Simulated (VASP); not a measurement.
These are AM05 GGA, VASP's PBE PAW potentials (set 64) (plane waves; VASP) values and carry that method's errors.

The input files of a VASP run:

### POSCAR
```
Al3Sc
1
    4.0687993615    -0.0000000000     0.0000000000
   -0.0000000000     4.0687993615     0.0000000000
   -0.0000000000    -0.0000000000     4.0687993615
Sc Al
1 3
Direct
  0.0000000000   0.0000000000   0.0000000000
  0.0000000000   0.5000000000   0.5000000000
  0.5000000000   0.0000000000   0.5000000000
  0.5000000000   0.5000000000   0.0000000000
```

INCAR:
```
SYSTEM = Al3Sc
PREC = Accurate
ENCUT = 520
EDIFF = 1E-6
NELM = 100
ALGO = Normal
LREAL = .FALSE.
LASPH = .TRUE.
ISMEAR = 1
SIGMA = 0.1
GGA = AM
LMAXMIX = 4
LWAVE = .FALSE.
LCHARG = .FALSE.
IBRION = 2
ISIF = 3
NSW = 60
EDIFFG = -0.02
```

KPOINTS:
```
Regular mesh
0
Gamma
 7 7 7
```

POTCAR, in this order: Sc_sv Al (PBE.64 set). Program: vasp_std.

The resulting files:

### OSZICAR
```
       N       E                     dE             d eps       ncg     rms          rms(c)
DAV:   1     0.111971933776E+03    0.11197E+03   -0.83645E+03   560   0.128E+03
DAV:   2    -0.131501236118E+02   -0.12512E+03   -0.12355E+03   566   0.362E+02
DAV:   3    -0.212745011864E+02   -0.81244E+01   -0.77167E+01   914   0.754E+01
DAV:   4    -0.213796359193E+02   -0.10513E+00   -0.10505E+00   778   0.806E+00
DAV:   5    -0.213814895341E+02   -0.18536E-02   -0.18535E-02   808   0.114E+00    0.947E+00
DAV:   6    -0.204039577414E+02    0.97753E+00   -0.47533E+00   928   0.261E+01    0.342E+00
DAV:   7    -0.203366418954E+02    0.67316E-01   -0.93523E-02   628   0.257E+00    0.189E+00
DAV:   8    -0.203062334928E+02    0.30408E-01   -0.43030E-02   884   0.186E+00    0.224E-01
DAV:   9    -0.203056199140E+02    0.61358E-03   -0.31387E-03   698   0.506E-01    0.890E-02
DAV:  10    -0.203055651712E+02    0.54743E-04   -0.18883E-04   826   0.124E-01    0.717E-02
DAV:  11    -0.203055643669E+02    0.80433E-06   -0.32176E-05   794   0.411E-02    0.463E-02
DAV:  12    -0.203055595822E+02    0.47847E-05   -0.18359E-05   928   0.423E-02    0.379E-03
DAV:  13    -0.203055595344E+02    0.47786E-07   -0.35604E-07   394   0.770E-03
   1 F= -.20305560E+02 E0= -.20304857E+02  d E =-.203056E+02
```

OUTCAR:
```
------------------------ aborting loop because EDIFF is reached ----------------------------------------
  FORCE on cell =-STRESS in cart. coord.  units (eV):
  Direction    XX          YY          ZZ          XY          YZ          ZX
  --------------------------------------------------------------------------------------
  Total        0.0356929      0.0356929      0.0356929     -0.0000000      0.0000000      0.0000000
  in kB        0.8489725      0.8489725      0.8489725     -0.0000000      0.0000000      0.0000000
  external PRESSURE =       0.8489725 kB  Pullay stress =       0.0000000 kB
  volume of cell :       67.36
      direct lattice vectors                 reciprocal lattice vectors
     4.068799361  0.000000000  0.000000000     0.245772748  0.000000000  0.000000000
     0.000000000  4.068799361  0.000000000     0.000000000  0.245772748  0.000000000
     0.000000000  0.000000000  4.068799361     0.000000000  0.000000000  0.245772748
 POSITION                                       TOTAL-FORCE (eV/Angst)
 -----------------------------------------------------------------------------------
      0.00000      0.00000      0.00000         0.000000      0.000000      0.000000
      0.00000      2.03440      2.03440         0.000000      0.000000      0.000000
      2.03440      0.00000      2.03440         0.000000      0.000000      0.000000
      2.03440      2.03440      0.00000         0.000000      0.000000      0.000000
 -----------------------------------------------------------------------------------
    total drift:                               -0.000000     -0.000000      0.000000
  FREE ENERGIE OF THE ION-ELECTRON SYSTEM (eV)
  ---------------------------------------------------
  free  energy   TOTEN  =       -20.3055595344 eV

  energy  without entropy=      -20.3034520639  energy(sigma->0) =      -20.30485704

 reached required accuracy - stopping structural energy minimisation
```
(Selected blocks of OUTCAR.)

OUTCAR:
```
 val. band max:        7.1759074817   @ k =   0.4286   0.4286   0.1429

 cond. band min:       7.2312367306   @ k =   0.2857   0.0000   0.0000


 Fermi energy:         7.2128844317

 k-point     1 :       0.0000    0.0000    0.0000
  band No.  band energies     occupation
      1     -41.2759      2.00000
      2     -20.1369      2.00000
      3     -20.1369      2.00000
      4     -20.1369      2.00000
      5      -2.7407      2.00000
      6       4.7060      2.00000
      7       4.7060      2.00000
      8       5.5397      2.00000
      9       5.5397      2.00000
     10       5.5397      2.00000
     11       8.5118     -0.00000
     12       8.6469     -0.00000
     13       8.6469     -0.00000
     14       8.6469     -0.00000

 k-point     2 :       0.1429    0.0000    0.0000
  band No.  band energies     occupation
      1     -41.2756      2.00000
      2     -20.1436      2.00000
      3     -20.1363      2.00000
      4     -20.1363      2.00000
      5      -2.5506      2.00000
      6       3.4516      2.00000
      7       4.8505      2.00000
      8       5.5581      2.00000
      9       5.5581      2.00000
     10       6.3106      2.00000
     11       8.5496     -0.00000
     12       8.5496     -0.00000
     13       8.7062     -0.00000
     14       9.2529      0.00000

 k-point     3 :       0.2857    0.0000    0.0000
  band No.  band energies     occupation
      1     -41.2750      2.00000
      2     -20.1587      2.00000
      3     -20.1351      2.00000
      4     -20.1351      2.00000
      5      -1.9933      2.00000
      6       1.7942      2.00000
      7       5.2488      2.00000
      8       5.5921      2.00000
      9       5.5921      2.00000
     10       7.2312      0.69511
     11       8.4112     -0.00000
     12       8.4112     -0.00000
     13       8.8482     -0.00000
     14       9.5671      0.00000

 k-point     4 :       0.4286    0.0000    0.0000
  band No.  band energies     occupation
...
```

The compound is Al3Sc in the L1_2 structure. It was relaxed first. The start is the result of an earlier pass.
